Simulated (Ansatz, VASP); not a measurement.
# Si54N72O (start site: O_i (void)) in two plane-wave programs, part 2 of 3

Wanted: the spread between two codes on one cell, functional and k mesh. Of the first pair: The structure shown is the start of the Ansatz relaxation below; VASP solves that cell, so the two are compared at the walk's first step.

VASP 6.6.1 and Ansatz 0.2.0.

So far: Set-up; Ansatz: relaxation, PBEsol.

### Step 3. VASP: single point, PBEsol, start cell, pair 1

Level of this step: PBEsol; plane waves and PAW (Si, N, O) (VASP).

The same cell, functional, mesh and smearing now go to VASP, with its own data sets.

Lines of VASP's logs that name or quote its potential files are left out, and so is its time.

Input file INCAR:

```
SYSTEM = Si54N72O
PREC = Accurate
ENCUT = 520
EDIFF = 1E-06
NELM = 120
ISMEAR = -1
SIGMA = 0.01
LREAL = Auto
ALGO = Normal
GGA = PS
NBANDS = 384
LORBIT = 11
LWAVE = .FALSE.
LCHARG = .FALSE.
ISIF = 2
ISYM = 0
LASPH = .TRUE.
GGA_COMPAT = .FALSE.
EFERMI = MIDGAP
NCORE = 4
```

Input file POSCAR:

```
Si54N72O
1.0
   11.4366858822      6.6029736727      0.0000000000
  -11.4366858822      6.6029736727      0.0000000000
    0.0000000000      0.0000000000      8.7307673276
Si N O
54 72 1
Direct
    0.0215354182      0.8060632170      0.2454748729
    0.3561839853      0.4772379353      0.2510011913
[... 1 atom line left out ...]
    0.2141824148      0.0233257259      0.0859111200
[... 4 atom lines left out ...]
    0.8034522841      0.7853497497      0.0873605917
    0.1928853525      0.2106766079      0.2548178089
[... 4 atom lines left out ...]
    0.7837686274      0.9813259463      0.2505580458
[... 2 atom lines left out ...]
    0.9772865317      0.1933566335      0.0864649087
    0.0157098579      0.8064419890      0.5823965763
[... 2 atom lines left out ...]
    0.2131866387      0.0188688072      0.4110629530
[... 4 atom lines left out ...]
    0.8077533352      0.7894711159      0.4118939224
    0.1915489748      0.2152716689      0.5818840211
[... 4 atom lines left out ...]
    0.7897869030      0.9834097779      0.5795208840
[... 2 atom lines left out ...]
    0.9831963056      0.1969816546      0.4136076320
    0.0227430401      0.8056918850      0.9158736798
[... 2 atom lines left out ...]
    0.2131025250      0.0231840449      0.7517388511
[... 4 atom lines left out ...]
    0.8061917944      0.7840227847      0.7462607530
    0.1928246792      0.2103833498      0.9211984123
[... 4 atom lines left out ...]
    0.7912530455      0.9815945502      0.9161668957
[... 2 atom lines left out ...]
    0.9766875660      0.1913535897      0.7472098105
[... 8 atom lines left out ...]
    0.8830798793      0.7886349491      0.2489845300
    0.0939321109      0.8825323307      0.0863169263
[... 4 atom lines left out ...]
    0.7909644612      0.9139010370      0.0842802210
    0.2084014578      0.0927676970      0.2512600460
[... 2 atom lines left out ...]
    0.1192798423      0.2132735054      0.0856051905
[... 4 atom lines left out ...]
    0.9094361996      0.1226468191      0.2536155090
    0.0021425135      0.6649140610      0.5859171145
    0.3326122199      0.3324703956      0.5889303663
    0.6698224260      0.9997307510      0.5805221706
[... 5 atom lines left out ...]
    0.8780828948      0.7896821980      0.5784306019
    0.0868519288      0.8760608913      0.4170249720
[... 4 atom lines left out ...]
    0.7932914183      0.9117841367      0.4131432971
    0.2110738193      0.0873812553      0.5857083127
[... 2 atom lines left out ...]
    0.1230820478      0.2130381777      0.4133085747
[... 4 atom lines left out ...]
    0.9118824797      0.1176488098      0.5830874663
    0.0021857039      0.6706597775      0.9189807378
    0.3302788225      0.3293482207      0.9183890372
[... 1 atom line left out ...]
    0.9999892959      0.3300624517      0.7471016871
    0.3366266719      0.0033383365      0.7472362686
    0.6670221549      0.6689834749      0.7547022791
[... 2 atom lines left out ...]
    0.8761689672      0.7871219294      0.9145221377
    0.0923547710      0.8816001952      0.7549842703
[... 4 atom lines left out ...]
    0.7885349282      0.9121675972      0.7471927444
    0.2060893738      0.0896663109      0.9168944378
[... 2 atom lines left out ...]
    0.1204671482      0.2139492995      0.7480353965
[... 4 atom lines left out ...]
    0.9062605472      0.1169831207      0.9196629229
    0.0032423049      0.0038748411      0.6684381545
```

Input file KPOINTS:

```
Points of the shifted mesh
1
Reciprocal
 0.2500000000  0.2500000000  0.2500000000 1
```

Potentials, in the order of the species: Si, N and O (PBE family, release 64).

On the command line:

```bash
> mpirun -np 16 vasp_std
```

Numbers of over 12 decimals in the logs are rounded to 6 here.

What it wrote:

```text
[banner, memory and clock lines left out]
running   16 mpi-ranks, on    1 nodes
[...]
|                                                                             |
|               ----> ADVICE to this user running VASP <----                  |
|                                                                             |
|     You enforced a specific xc type in the INCAR file but a different       |
|     [... a line on the potential file left out ...]
|     I HOPE YOU KNOW WHAT YOU ARE DOING!                                     |
|                                                                             |

 LDA part: xc-table for (Slater+PW92), standard interpolation
 POSCAR, INCAR and KPOINTS ok, starting setup
[...]
entering main loop
       N       E                     dE             d eps       ncg     rms          rms(c)
DAV:   1     0.274476330588E+04    0.27448E+04   -0.28981E+05   776   0.141E+03
DAV:   2    -0.952332095630E+03   -0.36971E+04   -0.35594E+04   936   0.302E+02
DAV:   3    -0.121685668674E+04   -0.26452E+03   -0.26216E+03   928   0.828E+01
DAV:   4    -0.122290812529E+04   -0.60514E+01   -0.60228E+01   952   0.127E+01
[...]
DAV:  24    -0.108021199885E+04   -0.66967E-05   -0.10622E-05   616   0.247E-03    0.118E-02
DAV:  25    -0.108021200493E+04   -0.60750E-05   -0.20091E-06   584   0.262E-03    0.151E-02
DAV:  26    -0.108021200525E+04   -0.32730E-06   -0.39567E-07   568   0.122E-03
   1 F= -.10802120E+04 E0= -.10801982E+04  d E =-.275694E-01
```

From OUTCAR (step 3):

```text
  FREE ENERGIE OF THE ION-ELECTRON SYSTEM (eV)
  ---------------------------------------------------
  free  energy   TOTEN  =     -1080.2120052526 eV

  energy  without entropy=    -1080.1844358246  energy(sigma->0) =    -1080.19822054
```

The run ends at a pressure of 1.24 GPa, with forces up to 3.5 eV/Å.

### Step 4. Differences

Known differences besides the potentials themselves: the cutoff is 420 eV in Ansatz and 520 eV in VASP (PREC = Accurate, projectors in real space); Ansatz makes its cores anew for this functional, VASP keeps those of its PBE data sets. Total energies have different zeros and are not compared.

Forces on 9 of the 127 atoms, those with the largest forces and the largest differences (eV/Å; atoms numbered as in POSCAR):

```tsv
atom	Ansatz x, y, z	VASP x, y, z
Si5	-0.758, 2.545, -1.419	-0.763, 2.554, -1.426
Si10	-1.577, 2.174, -2.270	-1.576, 2.186, -2.283
Si30	1.266, 1.943, -1.878	1.283, 1.949, -1.881
Si39	1.323, -0.789, 2.345	1.322, -0.790, 2.361
Si44	0.543, 2.382, -0.534	0.556, 2.417, -0.539
Si49	0.515, -2.736, 0.055	0.518, -2.760, 0.057
N96	-1.913, 0.312, 0.211	-1.939, 0.321, 0.200
N107	0.035, -3.254, 0.206	0.032, -3.291, 0.207
N114	-0.373, 2.314, -1.594	-0.374, 2.331, -1.610
```

The forces differ by 9.6 meV/Å r.m.s., which is 0.9 % of the r.m.s. force of 1.075 eV/Å (both taken over all components).

### Step 5. Ansatz: relaxation, PBEsol

This run makes the geometry at which the two programs are then compared.

The structure compared here is the end of the Ansatz relaxation.

This is the run of step 2 again, met here at its other cell.

### Step 6. VASP: single point, PBEsol, relaxed atoms in a fixed cell, pair 2

The same cell, functional, mesh and smearing now go to VASP, with its own data sets.

INCAR is that of step 3.

Input file POSCAR:

```
Si54N72O
1.0
   11.4366858787      6.6029736707      0.0000000000
  -11.4366858787      6.6029736707      0.0000000000
    0.0000000000      0.0000000000      8.7307673300
Si N O
54 72 1
Direct
    0.0193558394      0.8061562024      0.2490965466
    0.3527492900      0.4729417379      0.2490930166
[... 1 atom line left out ...]
    0.2130717025      0.0184104169      0.0829988020
[... 4 atom lines left out ...]
    0.8066730129      0.7872128998      0.0823292936
    0.1919142568      0.2116798399      0.2490932417
[... 4 atom lines left out ...]
    0.7866429499      0.9805694911      0.2491019957
[... 2 atom lines left out ...]
    0.9782686250      0.1937751255      0.0824829177
    0.0194113132      0.8062086517      0.5827371258
[... 2 atom lines left out ...]
    0.2130792631      0.0184159152      0.4151994242
[... 4 atom lines left out ...]
    0.8066847388      0.7872201417      0.4158366114
    0.1992178268      0.2138668615      0.5744288791
[... 4 atom lines left out ...]
    0.7841219966      0.9799413461      0.5807763968
[... 2 atom lines left out ...]
    0.9782605131      0.1937734353      0.4157106387
    0.0194051162      0.8062165315      0.9154482038
[... 2 atom lines left out ...]
    0.2125247437      0.0193831358      0.7490650072
[... 4 atom lines left out ...]
    0.8073959056      0.7890198628      0.7490750193
    0.1992158904      0.2138120115      0.9237640650
[... 4 atom lines left out ...]
    0.7841112473      0.9799208693      0.9174248621
[... 2 atom lines left out ...]
    0.9721469504      0.1805235365      0.7490880439
[... 8 atom lines left out ...]
    0.8801645948      0.7898315786      0.2490791466
    0.0900304220      0.8797501039      0.0823187438
[... 4 atom lines left out ...]
    0.7888869745      0.9091176355      0.0827880582
    0.2099096744      0.0897457969      0.2490969514
[... 2 atom lines left out ...]
    0.1182871348      0.2087245448      0.0820795094
[... 4 atom lines left out ...]
    0.9093559963      0.1198947538      0.2490877072
    0.9998307739      0.6661112839      0.5824996401
    0.3358457933      0.3351111663      0.5816453006
    0.6636350579      0.9986671641      0.5821116716
[... 2 atom lines left out ...]
    0.6668737550      0.6665932645      0.4156663424
[... 2 atom lines left out ...]
    0.8803148441      0.7902492580      0.5825391673
    0.0900129882      0.8797511596      0.4158697108
[... 4 atom lines left out ...]
    0.7889226337      0.9091421028      0.4154088933
    0.2141724395      0.0915970782      0.5810506250
[... 2 atom lines left out ...]
    0.1182850665      0.2087427267      0.4160888627
[... 4 atom lines left out ...]
    0.8991514004      0.1233797616      0.5763895387
    0.9998304057      0.6661176025      0.9157191854
[... 2 atom lines left out ...]
    0.9993978949      0.3271889682      0.7490624229
    0.3327849743      0.9996064723      0.7490474004
    0.6675480642      0.6676660385      0.7490635806
[... 2 atom lines left out ...]
    0.8803161828      0.7902621390      0.9156245741
    0.0910701767      0.8794715705      0.7490888943
[... 4 atom lines left out ...]
    0.7893986247      0.9112680665      0.7490947348
    0.2142180400      0.0915812238      0.9171219858
[... 2 atom lines left out ...]
    0.1258502980      0.2074394343      0.7490843941
[... 4 atom lines left out ...]
    0.8991729245      0.1233534777      0.9217961573
    0.0294136926      0.0823032876      0.7491816978
```

KPOINTS is that of step 3.

On the command line:

```bash
> mpirun -np 16 vasp_std
```

What it wrote:

```text
[banner, memory and clock lines left out]
running   16 mpi-ranks, on    1 nodes
[...]
[... a notice as in an earlier step ...]

 LDA part: xc-table for (Slater+PW92), standard interpolation
 POSCAR, INCAR and KPOINTS ok, starting setup
[...]
entering main loop
       N       E                     dE             d eps       ncg     rms          rms(c)
DAV:   1     0.275521525770E+04    0.27552E+04   -0.28983E+05   776   0.141E+03
DAV:   2    -0.957978557281E+03   -0.37132E+04   -0.35735E+04   936   0.303E+02
DAV:   3    -0.122299756375E+04   -0.26502E+03   -0.26284E+03   928   0.828E+01
DAV:   4    -0.122901119094E+04   -0.60136E+01   -0.59861E+01   968   0.127E+01
[...]
DAV:  15    -0.108729564252E+04   -0.40546E-04   -0.35421E-05   904   0.894E-03    0.853E-03
DAV:  16    -0.108729566177E+04   -0.19252E-04   -0.19426E-05   872   0.631E-03    0.386E-03
DAV:  17    -0.108729566238E+04   -0.61361E-06   -0.17375E-06   696   0.258E-03
   1 F= -.10872957E+04 E0= -.10872957E+04  d E =0.000000E+00
```

From OUTCAR (step 6):

```text
  FREE ENERGIE OF THE ION-ELECTRON SYSTEM (eV)
  ---------------------------------------------------
  free  energy   TOTEN  =     -1087.2956623846 eV

  energy  without entropy=    -1087.2956623846  energy(sigma->0) =    -1087.29566238
```

The run ends at a pressure of 0.72 GPa, with forces up to 0.25 eV/Å.

### Step 7. Comparison

Both answers:

```tsv
quantity	Ansatz	VASP	difference
gap on the k mesh (eV)	4.186	4.161	+0.025
```

The largest component of a force difference here is 214 meV/Å. A gap on the mesh is an upper bound, since the band edges may lie between its points.

(Part 2 of 3 ends here.)

[Lines on the potential files, build, host, timing and source positions are cut from VASP's logs without a mark.]

[Logs are printed without paths, hosts, clocks, repeated set-up lines and the standing remarks that a program may print on its own settings, such as how far it seeks lower states.]

[Hosts, paths, dates, database ids (printed as entryN), source tags and the programs' standing remarks are cut or masked in the printed files.]
